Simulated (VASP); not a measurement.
CsOs, 2 atoms in the cell. The structure is trigonal, space group R-3m (No. 166). The conventional cell has a = 3.078 Å, b = 3.078 Å, c = 18.453 Å, α = 90.00°, β = 90.00°, γ = 120.00°. Around Cs (site symmetry -3m) lie 6 Cs at 3.08 Å. Around Os (site symmetry -3m) lie 6 Os at 3.08 Å. The cell was built by a generator and needn't be a form met in nature.

- Program: VASP 6.6.1
- Task: single point
- Functional: PBE
- Potentials or basis: VASP PAW PBE potentials, release 64 (Cs_sv, Os)
- Cutoff: 520 eV
- k mesh: 10 × 10 × 10
- Occupations: fermi-dirac, width 0.05 eV
- Spin: no spin polarisation
- Further INCAR settings: ALGO = Normal; EDIFF = 1e-07; NBANDS = 16

Potentials or basis: VASP PAW PBE potentials, release 64 (Cs_sv, Os).

Launch:

```sh
$ cat potpaw_PBE.64/Cs_sv/POTCAR potpaw_PBE.64/Os/POTCAR > POTCAR
$ mpirun -np 1 vasp_std > vasp.out
```

Hardware: 1 thread of Intel(R) Xeon(R) 6975P-C (Granite Rapids), on a shared host.

Problem. How long does it take, and how much memory?

Solution. It took 110 s on 1 thread of Intel(R) Xeon(R) 6975P-C (Granite Rapids), with other jobs on the host, peak memory 0.37 GiB. Counts: scf iterations 14, k points 116.
